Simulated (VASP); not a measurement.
# Black phosphorene and its bilayer, part 4 of 5

What are the lattice, gap and band positions of black phosphorene, and what does a second sheet change?

VASP 6.6.1; optB86b-vdW; plane waves and PAW (P).

So far, gap on the k-mesh (eV): step 2 (relaxing the monolayer) 0.772; step 5 (the slab in a field, field -0.1) 0.771; step 6 (the slab in a field, field 0.1) 0.771; step 7 (a rigid stacking, stacking same orientation, shift 0.00 0.00) 0.258.

**10. A rigid stacking, stacking same orientation, shift 0.50 0.50**

INCAR

```
SYSTEM = P
PREC = Normal
ENCUT = 350
EDIFF = 1E-05
NELM = 120
ISMEAR = 0
SIGMA = 0.03
LREAL = .FALSE.
ALGO = Fast
GGA = MK
AGGAC = 0
LUSE_VDW = .TRUE.
PARAM1 = 0.1234
PARAM2 = 1
LASPH = .TRUE.
NBANDS = 28
LORBIT = 11
LWAVE = .FALSE.
LCHARG = .FALSE.
KPAR = 4
IDIPOL = 3
LDIPOL = .TRUE.
DIPOL = 0.5 0.5 0.5
```

POSCAR

```
P
1.0
    4.5076573502      0.0000000000      0.0000000000
    0.0000000000      3.3055854074      0.0000000000
    0.0000000000      0.0000000000     24.3546734472
P
8
Direct
    0.0844215300      0.0000000000      0.3490089900
    0.4155784700      0.5000000000      0.3490089900
    0.5844215300      0.5000000000      0.4363571800
    0.9155784700      0.0000000000      0.4363571800
    0.5844215300      0.5000000000      0.5636428200
    0.9155784700      0.0000000000      0.5636428200
    0.0844215300      0.0000000000      0.6509910100
    0.4155784700      0.5000000000      0.6509910100
```

KPOINTS

```
Automatic mesh
0
Gamma
7 9 1
0 0 0
```

The projector-augmented-wave data sets are P (PBE family, release 64).

Run with:

```sh
> mpirun -np 4 vasp_std
```

Output:

```text
[... set-up lines as in an earlier step ...]
 entering main loop
       N       E                     dE             d eps       ncg     rms          rms(c)
DAV:   1     0.225418085272E+03    0.22542E+03   -0.11792E+04  1120   0.803E+02
DAV:   2    -0.847810101692E+01   -0.23390E+03   -0.22813E+03  1656   0.178E+02
DAV:   3    -0.316342400756E+02   -0.23156E+02   -0.22956E+02  1320   0.619E+01
DAV:   4    -0.323266014024E+02   -0.69236E+00   -0.68961E+00  1744   0.124E+01
[...]
RMM:  14    -0.320636577858E+02   -0.13156E-04   -0.13584E-05   980   0.155E-02    0.302E-03
RMM:  15    -0.320637529577E+02   -0.95172E-04   -0.89570E-05  1159   0.196E-02    0.666E-03
RMM:  16    -0.320637496717E+02    0.32860E-05   -0.20078E-05   996   0.101E-02
   1 F= -.32063750E+02 E0= -.32063750E+02  d E =-.367321E-09
```

Elapsed: 49 s, on 4 MPI ranks of AMD EPYC 9R45, shared host; peak memory 1.9 GiB.

OUTCAR, selected parts (step 10):

```text
  Total       -0.8083066     -0.6801547      4.3152540      0.0000000      0.0000000      0.0000000
  in kB       -3.5686594     -3.0028711     19.0517711      0.0000000      0.0000000      0.0000000
  external PRESSURE =       4.1600802 kB  Pullay stress =       0.0000000 kB

 POSITION                                       TOTAL-FORCE (eV/Angst)
 -----------------------------------------------------------------------------------
      0.38054      0.00000      8.50000         0.041509     -0.000000     -0.202393
      1.87329      1.65279      8.50000        -0.041509      0.000000     -0.202393
      2.63437      1.65279     10.62734        -0.139039     -0.000000     -0.228449
      4.12711      0.00000     10.62734         0.139039     -0.000000     -0.228449
      2.63437      1.65279     13.72734        -0.139039     -0.000000      0.228449
      4.12711      0.00000     13.72734         0.139039      0.000000      0.228449
      0.38054      0.00000     15.85467         0.041509     -0.000000      0.202393
      1.87329      1.65279     15.85467        -0.041509      0.000000      0.202393
 -----------------------------------------------------------------------------------
    total drift:                               -0.000000      0.000000     -0.000000

  FREE ENERGIE OF THE ION-ELECTRON SYSTEM (eV)
  ---------------------------------------------------
  free  energy   TOTEN  =       -32.0637496717 eV

  energy  without entropy=      -32.0637496714  energy(sigma->0) =      -32.06374967

[... 2 parts as in an earlier step ...]

[... 1 further part left out ...]
[key lines of the parts left out:]
E-fermi :  -0.0701
```

Energy at zero smearing: -32.06375 eV.

**11. Relaxing the bilayer**

The lowest stacking relaxes at the monolayer's lattice.

INCAR: that of step 10 with these lines changed.

```diff
@@ -3,3 +3,3 @@
 ENCUT = 350
-EDIFF = 1E-05
+EDIFF = 1E-07
 NELM = 120
@@ -20,2 +20,8 @@
 KPAR = 4
+IBRION = 2
+NSW = 70
+ISIF = 2
+EDIFFG = -0.004
+POTIM = 0.8
+MAXMIX = 40
 IDIPOL = 3
```

POSCAR

```
P
1.0
    4.5076573502      0.0000000000      0.0000000000
    0.0000000000      3.3055854074      0.0000000000
    0.0000000000      0.0000000000     24.3546734472
P
8
Direct
    0.0844215300      0.0000000000      0.3490089900
    0.4155784700      0.5000000000      0.3490089900
    0.5844215300      0.5000000000      0.4363571800
    0.9155784700      0.0000000000      0.4363571800
    0.0844215300      0.5000000000      0.5636428200
    0.4155784700      0.0000000000      0.5636428200
    0.5844215300      0.0000000000      0.6509910100
    0.9155784700      0.5000000000      0.6509910100
```

KPOINTS is that of step 10.

Run with:

```sh
> mpirun -np 4 vasp_std
```

Output:

```text
[... set-up lines as in an earlier step ...]
 entering main loop
       N       E                     dE             d eps       ncg     rms          rms(c)
[... 5 cycles as in an earlier step ...]
RMM:   6    -0.324945982934E+02    0.18766E+00   -0.14600E-01  1120   0.152E+00    0.814E+00
RMM:   7    -0.324216444255E+02    0.72954E-01   -0.36258E-01  1120   0.239E+00    0.356E-01
RMM:   8    -0.324198216735E+02    0.18228E-02   -0.33625E-02  1134   0.912E-01    0.106E-01
RMM:   9    -0.324201303541E+02   -0.30868E-03   -0.80544E-03  1282   0.382E-01    0.119E-01
RMM:  10    -0.324200906820E+02    0.39672E-04   -0.10938E-03  1383   0.140E-01    0.123E-01
RMM:  11    -0.324204253962E+02   -0.33471E-03   -0.29829E-04  1243   0.589E-02    0.222E-01
RMM:  12    -0.324192185464E+02    0.12068E-02   -0.76080E-04  1127   0.954E-02    0.112E-01
RMM:  13    -0.324192310627E+02   -0.12516E-04   -0.18101E-04  1262   0.409E-02    0.626E-02
RMM:  14    -0.324192279029E+02    0.31597E-05   -0.17783E-05  1376   0.175E-02    0.520E-02
RMM:  15    -0.324192280235E+02   -0.12054E-06   -0.25822E-06  1052   0.516E-03    0.515E-02
RMM:  16    -0.324192253338E+02    0.26897E-05   -0.38933E-07   858   0.240E-03    0.510E-02
RMM:  17    -0.324192244825E+02    0.85132E-06   -0.78778E-06  1153   0.767E-03    0.417E-02
RMM:  18    -0.324192755477E+02   -0.51065E-04   -0.20028E-04  1854   0.432E-02    0.863E-02
RMM:  19    -0.324193753914E+02   -0.99844E-04   -0.18664E-05  1267   0.152E-02    0.867E-02
RMM:  20    -0.324194657691E+02   -0.90378E-04   -0.78168E-05  1447   0.222E-02    0.102E-01
RMM:  21    -0.324194980859E+02   -0.32317E-04   -0.22018E-05  1296   0.111E-02    0.116E-01
RMM:  22    -0.324195292413E+02   -0.31155E-04   -0.13816E-05  1248   0.960E-03    0.134E-01
RMM:  23    -0.324194665584E+02    0.62683E-04   -0.35755E-05  1380   0.131E-02    0.102E-01
RMM:  24    -0.324194093007E+02    0.57258E-04   -0.12313E-04  1657   0.236E-02    0.491E-02
RMM:  25    -0.324194070305E+02    0.22702E-05   -0.20895E-05  1358   0.103E-02    0.320E-02
RMM:  26    -0.324194160860E+02   -0.90555E-05   -0.43789E-05  1571   0.163E-02    0.914E-03
RMM:  27    -0.324194148528E+02    0.12332E-05   -0.14527E-06  1034   0.512E-03    0.771E-03
RMM:  28    -0.324194228054E+02   -0.79526E-05   -0.41338E-06  1141   0.505E-03    0.325E-03
RMM:  29    -0.324194309196E+02   -0.81142E-05   -0.13180E-06  1031   0.384E-03    0.721E-03
RMM:  30    -0.324194314936E+02   -0.57404E-06   -0.82363E-07   981   0.249E-03    0.474E-03
RMM:  31    -0.324194340068E+02   -0.25131E-05   -0.11954E-06  1029   0.265E-03    0.154E-03
RMM:  32    -0.324194349439E+02   -0.93715E-06   -0.11039E-07   730   0.140E-03    0.218E-03
RMM:  33    -0.324194351458E+02   -0.20188E-06   -0.25346E-08   679   0.825E-04    0.155E-03
RMM:  34    -0.324194353402E+02   -0.19438E-06   -0.18510E-07   795   0.106E-03    0.397E-04
RMM:  35    -0.324194353886E+02   -0.48358E-07   -0.38072E-08   525   0.607E-04
   1 F= -.32419435E+02 E0= -.32419435E+02  d E =-.324194E+02
 curvature:   0.00 expect dE= 0.000E+00 dE for cont linesearch  0.000E+00
 trial: gam= 0.00000 g(F)=  0.507E-02 g(S)=  0.000E+00 ort = 0.000E+00 (trialstep = 0.100E+01)
 search vector abs. value=  0.507E-02
 bond charge predicted
       N       E                     dE             d eps       ncg     rms          rms(c)
DAV:   1    -0.324193601873E+02    0.75153E-04   -0.22734E-01  1288   0.203E+00    0.285E-01
RMM:   2    -0.324388603221E+02   -0.19500E-01   -0.73145E-02  1149   0.821E-01    0.718E-01
RMM:   3    -0.324244190785E+02    0.14441E-01   -0.11026E-01  1180   0.825E-01    0.526E-01
RMM:   4    -0.324212565871E+02    0.31625E-02   -0.55834E-03  1153   0.355E-01    0.295E-01
RMM:   5    -0.324207640283E+02    0.49256E-03   -0.32971E-03  1178   0.181E-01    0.133E-01
RMM:   6    -0.324212648383E+02   -0.50081E-03   -0.83970E-04  1156   0.104E-01    0.213E-01
RMM:   7    -0.324208743510E+02    0.39049E-03   -0.17167E-03  1201   0.102E-01    0.650E-02
RMM:   8    -0.324209386902E+02   -0.64339E-04   -0.34301E-04  1251   0.578E-02    0.517E-02
RMM:   9    -0.324209404449E+02   -0.17547E-05   -0.24829E-05  1307   0.227E-02    0.471E-02
RMM:  10    -0.324209183267E+02    0.22118E-04   -0.37162E-05  1160   0.151E-02    0.274E-02
RMM:  11    -0.324209029059E+02    0.15421E-04   -0.10671E-04  1229   0.200E-02    0.151E-02
RMM:  12    -0.324209059980E+02   -0.30921E-05   -0.20908E-05  1256   0.117E-02    0.458E-03
RMM:  13    -0.324209036858E+02    0.23123E-05   -0.18059E-06   997   0.507E-03    0.404E-03
RMM:  14    -0.324209060710E+02   -0.23853E-05   -0.74165E-07  1028   0.356E-03    0.241E-03
RMM:  15    -0.324209067109E+02   -0.63991E-06   -0.66540E-07   870   0.251E-03    0.737E-04
RMM:  16    -0.324209072137E+02   -0.50282E-06   -0.28161E-07   820   0.169E-03    0.239E-04
RMM:  17    -0.324209074695E+02   -0.25577E-06   -0.42435E-08   716   0.102E-03    0.228E-04
RMM:  18    -0.324209075864E+02   -0.11687E-06   -0.14784E-08   688   0.663E-04    0.123E-04
RMM:  19    -0.324209076518E+02   -0.65393E-07   -0.71137E-09   471   0.457E-04
   2 F= -.32420908E+02 E0= -.32420908E+02  d E =-.147226E-02
[...]
3 F= -.32421214E+02 E0= -.32421214E+02  d E =-.177864E-02
[...]
4 F= -.32421341E+02 E0= -.32421341E+02  d E =-.126548E-03
 trial-energy change:   -0.000127  1 .order   -0.000130   -0.000358    0.000097
 step:   0.7324(harm=  0.7407)  dis= 0.00142  next Energy=   -32.421351 (dE=-0.137E-03)
 bond charge predicted
       N       E                     dE             d eps       ncg     rms          rms(c)
DAV:   1    -0.324213449904E+02   -0.43935E-05   -0.90608E-04  1252   0.125E-01    0.176E-02
RMM:   2    -0.324213509462E+02   -0.59558E-05   -0.49519E-05  1121   0.378E-02    0.570E-03
RMM:   3    -0.324213502102E+02    0.73598E-06   -0.10576E-05  1179   0.187E-02    0.543E-04
RMM:   4    -0.324213525162E+02   -0.23060E-05   -0.29233E-06  1361   0.891E-03    0.148E-03
RMM:   5    -0.324213524953E+02    0.20897E-07   -0.26884E-07   814   0.262E-03
   5 F= -.32421352E+02 E0= -.32421352E+02  d E =-.138468E-03
 curvature:  -0.40 expect dE=-0.170E-05 dE for cont linesearch -0.412E-07
 trial: gam=-0.00157 g(F)=  0.430E-05 g(S)=  0.000E+00 ort = 0.650E-05 (trialstep = 0.899E+00)
 search vector abs. value=  0.428E-05
 reached required accuracy - stopping structural energy minimisation
```

Run time: 4.5 min. Hardware: 4 MPI ranks; peak memory 1.9 GiB; 18 min of CPU time.

OUTCAR, selected parts (step 11):

```text
   NELECT =      40.0000    total number of electrons

 E-fermi :   0.0712

 k-point     1 :       0.0000    0.0000    0.0000
  band No.  band energies     occupation
    ...
     16      -2.2535      2.00000
     17      -2.1041      2.00000
     18      -2.0151      2.00000
     19      -0.9324      2.00000
     20      -0.0657      2.00000
     21       0.3107      0.00000
     22       0.7620      0.00000
     23       1.1130      0.00000
     24       1.3261      0.00000
     25       2.2277      0.00000
    ...

Total vdW correction in eV:      5.6014788

  Total       -0.7839056     -0.0304798     -0.0256918     -0.0000000      0.0000000      0.0000000
  in kB       -3.4609297     -0.1345676     -0.1134288     -0.0000000      0.0000000      0.0000000
  external PRESSURE =      -1.2363087 kB  Pullay stress =       0.0000000 kB

 POSITION                                       TOTAL-FORCE (eV/Angst)
 -----------------------------------------------------------------------------------
      0.37951      0.00000      8.49580         0.001125      0.000000     -0.003014
      1.87432      1.65279      8.49580        -0.001125     -0.000000     -0.003014
      2.62909      1.65279     10.63105        -0.000120     -0.000000     -0.001884
      4.13240      0.00000     10.63105         0.000120     -0.000000     -0.001884
      0.37526      1.65279     13.72362        -0.000120     -0.000000      0.001884
      1.87857      0.00000     13.72362         0.000120     -0.000000      0.001884
      2.63334      0.00000     15.85887         0.001125      0.000000      0.003014
      4.12815      1.65279     15.85887        -0.001125     -0.000000      0.003014
 -----------------------------------------------------------------------------------
    total drift:                                0.000000      0.000000      0.000000

  FREE ENERGIE OF THE ION-ELECTRON SYSTEM (eV)
  ---------------------------------------------------
  free  energy   TOTEN  =       -32.4213524953 eV

  energy  without entropy=      -32.4213524953  energy(sigma->0) =      -32.42135250

Total vdW correction in eV:      5.6014830

 vacuum level on the upper side and lower side of the slab         4.054         4.054

[... 8 parts as in an earlier step ...]

[... 11 further parts left out ...]
```

CONTCAR:

```
P
   1.00000000000000
     4.5076573501999997    0.0000000000000000    0.0000000000000000
     0.0000000000000000    3.3055854074000002    0.0000000000000000
     0.0000000000000000    0.0000000000000000   24.3546734471999997
  P
     8
Direct
     0.0841916300557026    0.0000000000000000    0.3488365769436807
     0.4158083699442974    0.5000000000000000    0.3488365769436807
     0.5832495208851405    0.5000000000000000    0.4365098266583545
     0.9167504791148595    0.0000000000000000    0.4365098266583545
     0.0832495208851404    0.5000000000000000    0.5634901733416456
     0.4167504791148596    0.0000000000000000    0.5634901733416456
     0.5841916300557026    0.0000000000000000    0.6511634230563194
     0.9158083699442974    0.5000000000000000    0.6511634230563194
```

The steps of the relaxation:

```csv
step,energy less that of the first step (eV),largest force (eV/Å)
1,0.0000,0.1174
2,-0.0015,0.0697
3,-0.0018,0.0249
4,-0.0019,0.0091
5,-0.0019,0.0032
```

Final coordinates:

```xyz
8
Lattice="4.5077 0.0000 0.0000 0.0000 3.3056 0.0000 0.0000 0.0000 24.3547" Properties=species:S:1:pos:R:3
P     0.3795    0.0000    8.4958
P     1.8743    1.6528    8.4958
P     2.6291    1.6528   10.6311
P     4.1324    0.0000   10.6311
P     0.3753    1.6528   13.7236
P     1.8786    0.0000   13.7236
P     2.6333    0.0000   15.8589
P     4.1282    1.6528   15.8589
```

Numbers from this step:

```
electronic steps               : 79
free energy (TOTEN)            : -32.42 eV
Fermi energy                   : 0.0712 eV
gap on the k-mesh              : 0.3764 eV
least direct gap on the k-mesh : 0.3764 eV
```

The run ended after 5 ionic steps, 0.002 eV below its first step, once the forces on the free atoms met EDIFFG = -0.004.

[end of part 4 of 5]

[Lines on the potential files, build, host, timing and source positions are cut from VASP's logs without a mark.]

[Logs are printed without paths, hosts, clocks, repeated set-up lines and the standing remarks that a program may print on its own settings, such as how far it seeks lower states.]

[Hosts, paths, dates, database ids (printed as entryN), source tags and the programs' standing remarks are cut or masked in the printed files.]

[Runs that stopped without an error message from VASP are left out.]
